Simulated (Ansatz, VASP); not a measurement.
# Cross-check of CsO2 between VASP and Ansatz

Wanted: the spread between two codes on one cell, functional and k mesh.

Method: plane waves, with VASP 6.6.1 beside it; single point at r2SCAN, in Ansatz 0.2.0.

### Step 1. The structure

It takes space group I4/mmm (No. 139, tetragonal). Conventional cell: a = 4.477 Å, b = 4.477 Å, c = 7.350 Å, α = 90.00°, β = 90.00°, γ = 90.00°. Nearest to Cs lie 10 O at 3.08 to 3.22 Å. Nearest to O lie 1 O at 1.19 Å and 5 Cs at 3.08 to 3.22 Å. Farther neighbours and most contacts between anions are not listed.

Coordinates:

```cif
data_structure
_symmetry_space_group_name_H-M 'I4/mmm'
_symmetry_Int_Tables_number 139
_cell_length_a 4.4770
_cell_length_b 4.4770
_cell_length_c 7.3500
_cell_angle_alpha 90.000
_cell_angle_beta 90.000
_cell_angle_gamma 90.000
_cell_volume 147.32
loop_
_atom_site_label
_atom_site_type_symbol
_atom_site_symmetry_multiplicity
_atom_site_Wyckoff_symbol
_atom_site_fract_x
_atom_site_fract_y
_atom_site_fract_z
_atom_site_occupancy
Cs1 Cs 2 a 0.00000 0.00000 0.00000 1
O1 O 4 e 0.00000 0.00000 0.41890 1
```

### Step 2. Ansatz: single point, r2SCAN

Ansatz runs on its default PAW (the set named soft_2) files.

A single point gives forces, pressure and levels at one fixed geometry, so differences don't come from the geometry; what else differs is listed under the comparison.

File input.yaml:

```yaml
crystal:
  lattice:
    - [-2.2385, 2.2385, 3.675]
    - [2.2385, -2.2385, 3.675]
    - [2.2385, 2.2385, -3.675]
  atoms:
    - { symbol: Cs, position: [0.0, 0.0, 0.0] }
    - { symbol: O, position: [0.4189, 0.4189, 0.0] }
    - { symbol: O, position: [0.5811, 0.5811, 0.0] }
hamiltonian:
  xc: r2scan
  pseudopotentials: { kind: paw }
kpoints:
  mp_grid: { grid: [7, 7, 7] }
scf:
  occupations: { method: methfessel_paxton, width: 0.2 }
  n_extra_bands: 4
output:
  forces: true
  stress: true
  eigenvalues: true
```

Started as:

```
ansatz run input.yaml --threads 2 --pin off --max-ram 4608MiB --backend cpu --events-out ev --progress --plain --runs-dir out
```

Numbers of over 12 decimals in the logs are rounded to 6 here.

The program printed:

```text
scf.n_extra_bands = 4 over 11 filled bands (N_el = 21.0): the run solves 15 bands
Engine: ansatz 0.2.0, aarch64-unknown-linux-gnu
Pseudopotentials: kind: paw
Pseudopotential: Cs, paw, valence charge 9, recommended cutoff 500 eV (meta_gga), Cs.paw.azcp
Pseudopotential: O, paw, valence charge 6, recommended cutoff 500 eV (meta_gga), O.paw.azcp
Functional definition: r2SCAN
  parameter k0 = 0.174
  parameter k1 = 0.065
  parameter a1 = 4.9479
  exchange = r2scan_x(k0 = k0, k1 = k1, a1 = a1)
  correlation = r2scan_c
Crystal: 3 atoms, lattice volume = 73.660 Å³
Basis set: ecut = 500 eV, 1865 PW (Γ), exchange–correlation on 144×144×144 points (64 copies of the dense FFT grid, shifted against one another)
Bands: 15, of which v1, the nominal top of the filled ones, is band 11 counted from 1 (10 counted from 0)
Symmetry: 16 space group operations
Space group: I4/mmm (ITA 139), of the structure as read, at distance tolerance 4.2e-5 Å
k-points: 40 of 343
Non-local potential: Cs, projectors of the file, l = 0: 3, l = 1: 2, l = 2: 2, l = 3: 2
Non-local potential: O, projectors of the file, l = 0: 2, l = 1: 2, l = 2: 1
PAW form: soft (Blöchl's): semilocal exchange-correlation on the pseudo side does not see the compensation charge
PAW frozen core: Cs, regenerated for the run's functional (the file was generated under x = pbe(κ = 0.804, μ = 0.219515), c = pbe(β = 0.066725))
PAW frozen core: O, regenerated for the run's functional (the file was generated under x = pbe(κ = 0.804, μ = 0.219515), c = pbe(β = 0.066725))
PAW one-centre angular grid: Cs, 302 points (default); XC on 160 Gauss nodes
PAW one-centre angular grid: O, 302 points (default); XC on 160 Gauss nodes
Initial density: superposition of atomic densities (neutral atoms: chi_scale 0, normalization atom), corrected by the library's trained network
Initial wavefunctions: pseudopotential atomic-orbital guess
Functional: x = r2scan, c = r2scan; τ floored in thin density (d = 2e-4 eV/Å³)
SCF iter   1: F=—  HF=-6819.744891 eV  |F-HF|=—  |Δ(HF+E_count)|=         —  Δρ=4.76e-3  dr2=1.13e-2  dr2_τ=2.13e-1  ethr=1.77e-3  ⟨swp⟩=5.5  Hψ=3756  notcnv=0
preconditioner: auto → LDOS  [metal: Δε(μ)=0.009 eV  Ē_g=12.736 eV  σ=0.200 eV  W_gap=0.04  n_scr=14 (ndim 8)  ℏωp=17.8 eV  f_vac=0.107  D(μ)=8.41/eV (n_scr^D=128)  β→1.0]
SCF iter   2: F=—  HF=-6819.796841 eV  |F-HF|=—  |Δ(HF+E_count)|=   5.20e-2  S|Δr|=    0.00e0  Δρ=1.03e-3  dr2=8.98e-4  dr2_τ=2.02e-4  ethr=5.37e-5  ⟨swp⟩=2.0  Hψ=1520  notcnv=0
SCF iter   3: F=—  HF=-6819.796950 eV  |F-HF|=—  |Δ(HF+E_count)|=   1.08e-4  S|Δr|=    0.00e0  Δρ=5.27e-4  dr2=2.41e-4  dr2_τ=7.28e-6  ethr=4.27e-6  ⟨swp⟩=2.1  Hψ=948  notcnv=0
SCF iter   4: F=—  HF=-6819.796931 eV  |F-HF|=—  |Δ(HF+E_count)|=   1.85e-5  S|Δr|=    0.00e0  Δρ=1.64e-4  dr2=2.55e-5  dr2_τ=5.65e-7  ethr=1.15e-6  ⟨swp⟩=2.5  Hψ=984  notcnv=0
SCF iter   5: F=—  HF=-6819.796930 eV  |F-HF|=—  |Δ(HF+E_count)|=   1.28e-6  S|Δr|=    0.00e0  Δρ=5.50e-5  dr2=2.45e-6  dr2_τ=1.26e-7  ethr=1.22e-7  ⟨swp⟩=2.5  Hψ=897  notcnv=0
SCF iter   6: F=-6819.796930 eV  HF=-6819.796930 eV  |F-HF|=3.48e-8  |Δ(HF+E_count)|=   1.80e-7  S|Δr|=    0.00e0  Δρ=1.17e-5  dr2=8.06e-8  dr2_τ=4.99e-9  ethr=4.76e-10  ⟨swp⟩=4.7  Hψ=3370  notcnv=0
SCF 1 converged in 6 iterations: F = -6819.796930 eV  dr2 = 8.06e-8
  greatest PAW one-centre occupation: 0.912 electrons in one spin orbital (limit 2), on the Cs atom at site 0 (counted from 0), in its partial waves of l = 0
SCF converged after 6 iterations
Stability not checked: this state was not tested for a lower state beside it, because cold or Methfessel-Paxton smearing, or corrected tetrahedra, fill the levels in a way that the test cannot read (fill_not_monotonic; see scf.lower_state_search)
Free energy (F): -6819.796930 eV
Harris-Foulkes:  -6819.796930 eV  (|F-HF|=3.48e-8)
Internal energy: -6819.760128 eV  (E = F + TS)
E sigma→0 (E₀):  -6819.787730 eV
Entropy (-TS):   -0.036802 eV (-12.267 meV/atom)
Fermi energy:    4.599088 eV
--- Per-component energies (eV) ---
  E_band       = -132.484300
  E_kinetic    = 495.578954
  E_local      = -1304.014796  (includes V_loc(G=0)·N_el)
  E_nonlocal   = 126.494254
  E_hartree    = 484.703974
  E_xc         = -307.441321
  E_vxc        = -347.936766  (∫ρ·V_xc dr)
  E_paw        = -5413.038921  (= ΣΔE_a)
  E_vpaw       = -93.305826  (= ΣTr[D̂ρ^β])
  E_aug_tail   = 0.001982  (compensation charges beyond the density's cutoff)
  E_vtau       = 21.281214  (kinetic-family band-sum trace: ∫τ·v_τ [+ j·A + Jᵃ·Aᵃ] dr)
  E_ewald      = -902.030251
  E_core_change = -0.014003  (= ΣΔE_core)
  E_smearing   = -0.036802  (= −TS)
  E_closure    = -0.000000  (closes the sum)
  Σ components = -6819.796930   (vs F -6819.796930, Δ=0.00e0)
--- Forces (eV/Å), atoms counted from 1 ---
  atom   1  Cs    -0.00000000     0.00000000     0.00000000
  atom   2  O      0.00000000     0.00000000    -8.91006830
  atom   3  O      0.00000000     0.00000000     8.91006830
  max |Σ_I F_I| component: 1.08e-18 eV/Å
--- Stress (GPa, compression-positive) ---
       -1.373420       0.000000       0.000000
        0.000000      -1.373420       0.000000
        0.000000       0.000000      20.837052
  P = ⅓ Tr σ = 6.0301 GPa (60.301 kbar)
--- Band table (eV; the first three rows and the last of 40) ---
  k-point 0: bands = [... 7 lower, -2.4659, -2.4659, 4.2591, 4.2591, 7.9644, 9.1475, 11.0131, 11.4001]
  k-point 1: bands = [... 7 lower, -2.8282, -2.4260, 4.1691, 4.4045, 8.4734, 9.6861, 10.6630, 11.2796]
  k-point 2: bands = [... 7 lower, -2.7864, -2.3337, 3.9712, 4.6219, 9.5532, 10.0017, 11.1472, 11.4828]
  k-point 39: bands = [... 7 lower, -2.4155, -2.4098, 4.7004, 4.7133, 8.1192, 10.1034, 10.3621, 12.5598]
```

Run time: 4.7 s. Hardware: 2 threads of Arm Neoverse V2, shared host; peak memory 0.56 GiB.

Reading the cycles: dr2 is the Hartree energy of the density residual (eV), the measure of convergence; HF is the Harris–Foulkes estimate of the energy, which meets the free energy F at convergence.

The run ends at a pressure of 6.03 GPa, with forces up to 8.9 eV/Å.

### Step 3. VASP: single point, r2SCAN

The same cell, functional, mesh and smearing now go to VASP, with its own data sets and cutoff.

Lines of VASP's logs that name or quote its potential files are left out, and so is its time.

File INCAR:

```
SYSTEM = CsO2
PREC = Accurate
ENCUT = 520
EDIFF = 1E-06
NELM = 100
ISMEAR = 1
SIGMA = 0.2
LREAL = .FALSE.
ALGO = Normal
METAGGA = R2SCAN
LASPH = .TRUE.
NBANDS = 16
LORBIT = 11
LWAVE = .FALSE.
LCHARG = .FALSE.
KPAR = 4
ISIF = 2
```

File POSCAR:

```
CsO2
1.0
   -2.2385000000      2.2385000000      3.6750000000
    2.2385000000     -2.2385000000      3.6750000000
    2.2385000000      2.2385000000     -3.6750000000
Cs O
1 2
Direct
    0.0000000000      0.0000000000      0.0000000000
    0.4189000000      0.4189000000      0.0000000000
    0.5811000000      0.5811000000      0.0000000000
```

File KPOINTS:

```
Automatic mesh
0
Gamma
7 7 7
0 0 0
```

The projector-augmented-wave data sets are Cs_sv and O (PBE family, release 64).

Started as:

```
mpirun -np 4 vasp_std
```

The program printed:

```text
[banner, memory and clock lines left out]
running    4 mpi-ranks, on    1 nodes
 distrk:  each k-point on    1 cores,    4 groups
 distr:  one band on    1 cores,    1 groups

 POSCAR found type information on POSCAR CsO
 POSCAR found :  2 types and       3 ions
|                                                                             |
|               ----> ADVICE to this user running VASP <----                  |
|                                                                             |
|     You enforced a specific xc type in the INCAR file but a different       |
|     [... a line on the potential file left out ...]
|     I HOPE YOU KNOW WHAT YOU ARE DOING!                                     |
|                                                                             |

 LDA part: xc-table for (None), standard interpolation
 POSCAR, INCAR and KPOINTS ok, starting setup
 FFT: planning ... GRIDC
 FFT: planning ... GRID_SOFT
 FFT: planning ... GRID
 WAVECAR not read
 entering main loop
       N       E                     dE             d eps       ncg     rms          rms(c)
DAV:   1     0.101761295199E+03    0.10176E+03   -0.10518E+04  1280   0.116E+03
DAV:   2    -0.379962754956E+02   -0.13976E+03   -0.13689E+03  1688   0.243E+02
DAV:   3    -0.466822032443E+02   -0.86859E+01   -0.86122E+01  1496   0.669E+01
DAV:   4    -0.467531250650E+02   -0.70922E-01   -0.70394E-01  1744   0.630E+00
DAV:   5    -0.467537761053E+02   -0.65104E-03   -0.65102E-03  1496   0.595E-01    0.648E+00
DAV:   6    -0.388383085541E+02    0.79155E+01   -0.14150E+00  1720   0.953E+00    0.315E+00
DAV:   7    -0.387426726593E+02    0.95636E-01   -0.17355E+00  1688   0.110E+01    0.164E+00
DAV:   8    -0.387323437613E+02    0.10329E-01   -0.42911E-01  1480   0.442E+00    0.766E-01
DAV:   9    -0.387611919582E+02   -0.28848E-01   -0.88427E-02  1416   0.247E+00    0.924E-01
DAV:  10    -0.387379580766E+02    0.23234E-01   -0.11223E-01  1448   0.249E+00    0.124E-01
DAV:  11    -0.387386576086E+02   -0.69953E-03   -0.48110E-03  1472   0.532E-01    0.467E-02
DAV:  12    -0.387386701170E+02   -0.12508E-04   -0.13937E-04  1736   0.985E-02    0.323E-02
DAV:  13    -0.387386772213E+02   -0.71043E-05   -0.13172E-04  1448   0.727E-02    0.699E-03
DAV:  14    -0.387386779339E+02   -0.71258E-06   -0.25315E-06  1304   0.147E-02
   1 F= -.38738678E+02 E0= -.38726223E+02  d E =-.373650E-01
```

OUTCAR, selected parts (step 3):

```text
ion  position               nearest neighbor table
   1  0.000  0.000  0.000-
   2  0.419  0.419  0.000-   3 1.19
   3  0.581  0.581  0.000-   2 1.19

  LATTYP: Found a body centered tetragonal cell.
 ALAT       =     4.4770000000
 C/A-ratio  =     1.6417243690

 Subroutine GETGRP returns: Found 16 space group operations
 (whereof 16 operations were pure point group operations)

The static configuration has the point symmetry D_4h.

 Found     40 irreducible k-points:

   k-points           NKPTS =     40   k-points in BZ     NKDIM =     40   number of bands    NBANDS=     16

   dimension x,y,z NGX =    36 NGY =   36 NGZ =   36
   dimension x,y,z NGXF=    72 NGYF=   72 NGZF=   72

   ENCUT  =  520.0 eV  38.22 Ry    6.18 a.u.   9.02  9.02  9.02*2*pi/ulx,y,z

   NELECT =      21.0000    total number of electrons

 k-points in reciprocal lattice and weights: Automatic mesh
   0.00000000  0.00000000  0.00000000       0.003
   0.14285714  0.00000000 -0.00000000       0.023
   0.28571429  0.00000000  0.00000000       0.023
   0.42857143  0.00000000  0.00000000       0.023
   0.14285714  0.14285714 -0.00000000       0.023
   0.28571429  0.14285714 -0.00000000       0.047
   0.42857143  0.14285714 -0.00000000       0.047
  -0.42857143  0.14285714  0.00000000       0.047
  -0.28571429  0.14285714  0.00000000       0.047
[...]
-0.42857143  0.42857143  0.42857143       0.012
  -0.42857143 -0.42857143  0.42857143       0.006

 average (electrostatic) potential at core
       1 -55.4678       2 -79.8699       3 -79.8699

 E-fermi :   1.1922

 k-point     1 :       0.0000    0.0000    0.0000
  band No.  band energies     occupation
    ...
      7      -6.7742      2.00000
      8      -5.8674      2.00000
      9      -5.8674      2.00000
     10       0.8481      2.03534
     11       0.8481      2.03535
     12       4.5668     -0.00000
     13       5.7408      0.00000
     14       7.6110      0.00000
     15       7.9999      0.00000
     16       7.9999      0.00000

 k-point     2 :       0.1429    0.0000   -0.0000
  band No.  band energies     occupation
    ...
      7      -6.5338      2.00000
      8      -5.9570      2.00000
      9      -5.9545      2.00000
     10       0.8828      2.05107
     11       0.9075      2.06177
     12       4.8551     -0.00000
     13       5.9231      0.00000
     14       7.4030      0.00000
     15       7.7987      0.00000
     16       8.0256      0.00000

 k-point     3 :       0.2857    0.0000    0.0000
  band No.  band energies     occupation
    ...
      7      -6.3287      2.00000
      8      -6.1776      2.00000
      9      -6.0436      2.00000
     10       0.9812      2.05982
     11       1.0446      1.94486
     12       5.1698     -0.00000
     13       6.5806      0.00000
     14       7.0274      0.00000
     15       8.0190      0.00000
     16       8.2630      0.00000

  Total       -0.6295689     -0.6295689     11.4866415      0.0000000      0.0000000      0.0000000
  in kB      -13.6937469    -13.6937469    249.8458358      0.0000000      0.0000000      0.0000000
  external PRESSURE =      74.1527807 kB  Pullay stress =       0.0000000 kB

  energy-cutoff  :      520.00
  volume of cell :       73.66
      direct lattice vectors                 reciprocal lattice vectors
    -2.238500000  2.238500000  3.675000000     0.000000000  0.223363860  0.136054422
     2.238500000 -2.238500000  3.675000000     0.223363860  0.000000000  0.136054422
     2.238500000  2.238500000 -3.675000000     0.223363860  0.223363860  0.000000000

 POSITION                                       TOTAL-FORCE (eV/Angst)
 -----------------------------------------------------------------------------------
      0.00000      0.00000      0.00000        -0.000000     -0.000000     -0.000000
      0.00000      0.00000      3.07892         0.000000      0.000000    -10.554370
      0.00000      0.00000      4.27108        -0.000000     -0.000000     10.554370
 -----------------------------------------------------------------------------------
    total drift:                                0.000000      0.000000     -0.000000

  FREE ENERGIE OF THE ION-ELECTRON SYSTEM (eV)
  ---------------------------------------------------
  free  energy   TOTEN  =       -38.7386779339 eV

  energy  without entropy=      -38.7013128840  energy(sigma->0) =      -38.72622292

 total charge
# of ion       s       p       d       tot
------------------------------------------
    1        1.845   4.721   0.032   6.598
    2        1.594   3.495   0.000   5.088
    3        1.594   3.495   0.000   5.088
--------------------------------------------------
tot          5.032  11.710   0.032  16.775

[... 3 further parts left out ...]
```

The run has no spin, yet a partly filled p shell of the light anion may carry a moment.

### Step 4. Side by side

Known differences besides the potentials themselves: VASP keeps PBE cores, Ansatz makes them for the functional; the cutoff is 500 eV in Ansatz and 520 eV in VASP. Total energies have different zeros and are not compared.

Both answers:

```tsv
quantity	Ansatz	VASP	difference
pressure (GPa)	6.03	7.42	-1.39
```

Forces (eV/Å; atoms numbered as in POSCAR):

```tsv
atom	Ansatz x, y, z	VASP x, y, z
Cs1	0.000, 0.000, 0.000	0.000, 0.000, 0.000
O2	0.000, 0.000, -8.910	0.000, 0.000, -10.554
O3	0.000, 0.000, 8.910	0.000, 0.000, 10.554
```

The forces differ by 775 meV/Å r.m.s., which is 15.6 % of the r.m.s. force of 4.98 eV/Å (both taken over all components).

### Step 5. What the set-up changes

Further runs change the set-up of one program: Ansatz's method, potentials or start, or VASP's data sets, cutoff or form of LDA. The table gives Ansatz less VASP for each quantity, since a change that brings one quantity closer may part another.

```tsv
run	r.m.s. force difference (meV/Å)	pressure (GPa)
as above	775	-1.4
cores kept as stored	781	-1.4
Ansatz's larger PAW set (cutoff 900 eV)	723	-1.3
norm-conserving potentials (cutoff 1290 eV)	712	-1.3
```

### Step 6. Outcome

```
r.m.s. force difference (single point, r2SCAN) : 16 % of the r.m.s. force
difference in pressure (single point, r2SCAN)  : -1.4 GPa
```

In words: The r.m.s. force difference is 16 % of the r.m.s. force (single point, r2SCAN), beyond the 3 % picked in this series as the mark of a large difference. By the marks of this series, far apart in the single point, r2SCAN pair: the r.m.s. force difference, 16 % of the r.m.s. force and the difference in pressure, -1.4 GPa. For single point, r2SCAN, no further run moves any of the tabulated differences by more than a quarter of its size. 1 further run of this series is not shown here. How closely two codes agree says nothing of how well the functional describes the real material.

[Lines on the potential files, build, host, timing and source positions are cut from VASP's logs without a mark.]

[Logs are printed without paths, hosts, clocks, repeated set-up lines and the standing remarks that a program may print on its own settings, such as how far it seeks lower states.]

[Hosts, paths, dates, database ids (printed as entryN), source tags and the programs' standing remarks are cut or masked in the printed files.]
